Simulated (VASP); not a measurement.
All values below come from vdW-DF-cx, VASP's PBE PAW potentials (set 64) (plane waves; VASP 6.6.1).

A VASP calculation is set up with these files.

**POSCAR**
```
CsSnI3
1.0
  6.1763043620   0.0000000000   0.0000000000
  0.0000000000   6.1763043620   0.0000000000
  0.0000000000   0.0000000000   6.1763043620
Cs Sn I
1 1 3
Cartesian
  0.0000000000   0.0000000000   0.0000000000
  3.0881521810   3.0881521810   3.0881521810
  3.0881521810   0.0000000000   3.0881521810
  0.0000000000   3.0881521810   3.0881521810
  3.0881521810   3.0881521810   0.0000000000
```

### KPOINTS
```
Automatic
0
G
  4 4 4
0 0 0
```

INCAR:
```
# general
SYSTEM   = CsSnI3
PREC     = Accurate
ENCUT    = 520   # plane-wave cut-off (eV)
LREAL    = .FALSE.   # projection in real space or not
LASPH    = .TRUE.   # aspherical one-centre terms

# electronic loop
EDIFF    = 1E-7   # SCF stop (eV)
NELM     = 100
ALGO     = Normal   # blocked Davidson
LMAXMIX  = 4   # l cut-off of mixed one-centre charges

# smearing
ISMEAR   = -5

# functional
GGA      = CX
LUSE_VDW = .TRUE.
AGGAC    = 0.0

# ions
ISIF     = 2   # forces and stress, cell fixed

# output
LWAVE    = .FALSE.
LCHARG   = .TRUE.
LORBIT   = 11   # lm-projected
NEDOS    = 601

# other
LEFG     = .TRUE.
```

POTCAR, in this order: Cs_sv Sn_d I (PBE.64 set). Program: vasp_std.

Output

### OUTCAR
```
 ion  position               nearest neighbor table
   1  0.000  0.000  0.000-
   2  0.500  0.500  0.500-   3 3.09   4 3.09   5 3.09   5 3.09   3 3.09   4 3.09
   3  0.500  0.000  0.500-   2 3.09   2 3.09
   4  0.000  0.500  0.500-   2 3.09   2 3.09
   5  0.500  0.500  0.000-   2 3.09   2 3.09
  LATTYP: Found a simple cubic cell.
 ALAT       =     6.1763043620
 Subroutine PRICEL returns:
 Original cell was already a primitive cell.
 Subroutine GETGRP returns: Found 48 space group operations
The static configuration has the point symmetry O_h .
The dynamic configuration has the point symmetry O_h .
 Subroutine INISYM returns: Found 48 space group operations
 Subroutine IBZKPT returns following result:
 Found     10 irreducible k-points:

 Following reciprocal coordinates:
            Coordinates               Weight
  0.000000  0.000000  0.000000      1.000000
  0.250000  0.000000  0.000000      6.000000
  0.500000  0.000000  0.000000      3.000000
  0.250000  0.250000  0.000000     12.000000
  0.500000  0.250000  0.000000     12.000000
  0.500000  0.500000  0.000000      3.000000
  0.250000  0.250000  0.250000      8.000000
  0.500000  0.250000  0.250000     12.000000
  0.500000  0.500000  0.250000      6.000000
  0.500000  0.500000  0.500000      1.000000
   k-points           NKPTS =     10   k-points in BZ     NKDIM =     10   number of bands    NBANDS=     26
   number of dos      NEDOS =    601   number of ions     NIONS =      5
   total plane-waves  NPLWV = 110592
   dimension x,y,z NGX =    48 NGY =   48 NGZ =   48
   dimension x,y,z NGXF=    96 NGYF=   96 NGZF=   96
   ions per type =               1   1   3
   PREC   = accura    normal or accurate (medium, high low for compatibility)
   ISTART =      0    job   : 0-new  1-cont  2-samecut
   ICHARG =      2    charge: 1-file 2-atom 10-const
   ISPIN  =      1    spin polarized calculation?
   LNONCOLLINEAR =      F non collinear calculations
   LSORBIT =      F    spin-orbit coupling
   INIWAV =      1    electr: 0-lowe 1-rand  2-diag
   ENCUT  =  520.0 eV  38.22 Ry    6.18 a.u.  11.48 11.48 11.48*2*pi/ulx,y,z
   NELM   =    100;   NELMIN=  2; NELMDL= -5     # of ELM steps
   EDIFF  = 0.1E-06   stopping-criterion for ELM
   LREAL  =      F    real-space projection
   NLSPLINE    = F    spline interpolate recip. space projectors
   LMAXMIX     =    4 max onsite mixed and CHGCAR
   VOSKOWN=      0    Vosko Wilk Nusair interpolation
   EDIFFG = 0.1E-05   stopping-criterion for IOM
   NSW    =      0    number of steps for IOM
   NBLOCK =      1;   KBLOCK =      1    inner block; outer block
   IBRION =     -1    ionic relax: 0-MD 1-quasi-New 2-CG
   NFREE  =      0    steps in history (QN), initial steepest desc. (CG)
   ISIF   =      2    stress and relaxation
   ISYM   =      2    0-nonsym 1-usesym 2-fastsym
   TEIN   =    0.0    initial temperature
   TEBEG  =    0.0;   TEEND  =   0.0 temperature during run
   SMASS  =  -3.00    Nose mass-parameter (am)
   PSTRESS=    0.0 pullay stress
   NELECT =      44.0000    total number of electrons
   EFERMI =   0.00;   METHOD = LEGACY
   ISMEAR =    -5;   SIGMA  =   0.20  broadening in eV -4-tet -1-fermi 0-gaus
   IALGO  =     38    algorithm
   LDIAG  =      T    sub-space diagonalisation (order eigenvalues)
   IMIX   =      4    mixing-type and parameters
     AMIX     =   0.40;   BMIX     =  1.00
     AMIX_MAG =   1.60;   BMIX_MAG =  1.00
     AMIN     =   0.10
   GGA     = CX    functional components
   VOSKOWN =     0    Vosko Wilk Nusair interpolation
   LHFCALC =     F    Hartree Fock is set to
   LHFONE  =     F    Hartree Fock one center treatment
   AEXX    =    0.0000 exact exchange contribution
   LUSE_VDW   =     T    switch on vdW DFT
...
```

**OSZICAR**
```
       N       E                     dE             d eps       ncg     rms          rms(c)
DAV:   1     0.369720940604E+03    0.36972E+03   -0.18392E+04   520   0.153E+03
DAV:   2     0.406891632775E+02   -0.32903E+03   -0.32293E+03   612   0.311E+02
DAV:   3    -0.897913070411E+00   -0.41587E+02   -0.41453E+02   640   0.123E+02
DAV:   4    -0.245645881528E+01   -0.15585E+01   -0.15512E+01   664   0.282E+01
DAV:   5    -0.250951328615E+01   -0.53054E-01   -0.53044E-01   808   0.480E+00    0.417E+00
DAV:   6    -0.228897821502E+01    0.22054E+00   -0.42933E-01   666   0.372E+00    0.271E+00
DAV:   7    -0.228163521827E+01    0.73430E-02   -0.29965E-01   676   0.243E+00    0.902E-01
DAV:   8    -0.228899174135E+01   -0.73565E-02   -0.42694E-02   600   0.153E+00    0.257E-01
DAV:   9    -0.228962082662E+01   -0.62909E-03   -0.30086E-03   642   0.443E-01    0.100E-01
DAV:  10    -0.229022366948E+01   -0.60284E-03   -0.92085E-04   618   0.172E-01    0.434E-02
DAV:  11    -0.229035940137E+01   -0.13573E-03   -0.46976E-04   590   0.155E-01    0.309E-02
DAV:  12    -0.229036405114E+01   -0.46498E-05   -0.32664E-05   626   0.325E-02    0.232E-02
DAV:  13    -0.229036401292E+01    0.38220E-07   -0.33896E-06   628   0.123E-02    0.937E-03
DAV:  14    -0.229036344370E+01    0.56922E-06   -0.29157E-06   640   0.133E-02    0.233E-03
DAV:  15    -0.229036362498E+01   -0.18128E-06   -0.27546E-07   568   0.329E-03    0.241E-03
DAV:  16    -0.229036373519E+01   -0.11022E-06   -0.30876E-08   354   0.176E-03    0.495E-04
DAV:  17    -0.229036375399E+01   -0.18801E-07   -0.12685E-08   334   0.681E-04
   1 F= -.22903638E+01 E0= -.22903638E+01  d E =0.000000E+00
```

OUTCAR:
```
------------------------ aborting loop because EDIFF is reached ----------------------------------------
  FORCE on cell =-STRESS in cart. coord.  units (eV):
  Direction    XX          YY          ZZ          XY          YZ          ZX
  --------------------------------------------------------------------------------------
  Total        0.0223119      0.0223119      0.0223119      0.0000000     -0.0000000      0.0000000
  in kB        0.1517261      0.1517261      0.1517261      0.0000000     -0.0000000      0.0000000
  external PRESSURE =       0.1517261 kB  Pullay stress =       0.0000000 kB
  volume of cell :      235.61
      direct lattice vectors                 reciprocal lattice vectors
     6.176304362  0.000000000  0.000000000     0.161909119  0.000000000  0.000000000
     0.000000000  6.176304362  0.000000000     0.000000000  0.161909119  0.000000000
     0.000000000  0.000000000  6.176304362     0.000000000  0.000000000  0.161909119
 POSITION                                       TOTAL-FORCE (eV/Angst)
 -----------------------------------------------------------------------------------
      0.00000      0.00000      0.00000         0.000000      0.000000      0.000000
      3.08815      3.08815      3.08815         0.000000      0.000000      0.000000
      3.08815      0.00000      3.08815         0.000000      0.000000      0.000000
      0.00000      3.08815      3.08815         0.000000      0.000000      0.000000
      3.08815      3.08815      0.00000         0.000000      0.000000      0.000000
 -----------------------------------------------------------------------------------
    total drift:                                0.000000     -0.000000     -0.000000
  FREE ENERGIE OF THE ION-ELECTRON SYSTEM (eV)
  ---------------------------------------------------
  free  energy   TOTEN  =        -2.2903637540 eV

  energy  without entropy=       -2.2903637540  energy(sigma->0) =       -2.29036375

 total charge

# of ion       s       p       d       tot
------------------------------------------
    1        1.828   4.699   0.012   6.539
    2        1.415   0.635   9.997  12.048
    3        1.509   2.784   0.011   4.304
    4        1.509   2.784   0.011   4.304
    5        1.509   2.784   0.011   4.304
--------------------------------------------------
tot          7.769  13.687  10.043  31.499

 Electric field gradients after diagonalization (V/A^2)
 (convention: |V_zz| > |V_xx| > |V_yy|)
----------------------------------------------------------------------
 ion       V_xx      V_yy      V_zz     asymmetry (V_yy - V_xx)/ V_zz
----------------------------------------------------------------------
   1       0.000     0.000    -0.000       0.485
   2      -0.000    -0.000    -0.000      -0.194
   3    -178.017  -178.017   356.034       0.000
   4    -178.017  -178.017   356.034       0.000
   5    -178.017  -178.017   356.034       0.000
```
(Selected blocks of OUTCAR.)

The compound is CsSnI3 in the cubic perovskite structure, the ideal cubic form; the compound distorts at low or room temperature. It was relaxed first.
